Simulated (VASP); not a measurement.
Given:

```
CELL_PARAMETERS angstrom
      1.81442    -3.14266     0.00000
      1.81442     3.14266     0.00000
      0.00000     0.00000     5.63096
ATOMIC_POSITIONS crystal
  Tm 0.33333 0.66667 0.25000
  Tm 0.66667 0.33333 0.75000
```

Computed with PBE GGA, VASP's PBE PAW potentials (set 64) (plane waves; VASP). Settings: 520 eV cut-off, 12×12×7 Γ-centred mesh, first-order Methfessel-Paxton smearing of 0.10 eV, potentials Tm_3.

The 4f electrons are frozen in the core of the lanthanide potential, so 4f levels, which can set the real gap, and their magnetism are missing.

Question: Give the stress tensor in GPa (positive for a compressed cell).

Answer: 
```
-2.27   0.00   0.00
 0.00  -2.27   0.00
 0.00   0.00  -2.24
```
The pressure is its mean diagonal, -2.26 GPa.

The compound is Tm in the hcp structure. This cell is one point of a volume scan, at 1.06 of the reference volume.
